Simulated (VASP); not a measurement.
Data:

```yaml
crystal:
  lattice:
    - [1.53845, -2.66467, 0.00000]
    - [1.53845, 2.66467, 0.00000]
    - [0.00000, 0.00000, 3.47832]
  atoms:
    - { symbol: Mg, position: [0.00000, 0.00000, 0.00000] }
    - { symbol: B, position: [0.33333, 0.66667, 0.50000] }
    - { symbol: B, position: [0.66667, 0.33333, 0.50000] }
```

Computed with rev-vdW-DF2, VASP's PBE PAW potentials (set 64) (plane waves; VASP 6.6.1). Run with 520 eV cut-off, 13×13×10 Γ-centred mesh, tetrahedra with Blöchl corrections, potentials Mg B.

The cores are frozen, which limits the accuracy of field gradients.

Problem. Give the principal components of the electric field gradient (V/Å²) and the asymmetry η at each nucleus.

Solution. 
```tsv
atom	Vxx	Vyy	Vzz	η
Mg1	0.2	0.2	-0.4	-
B2	-10.1	-10.1	20.2	0.00
B3	-10.1	-10.1	20.2	0.00
```

The compound is MgB2 in the AlB2 type structure. It was relaxed first.
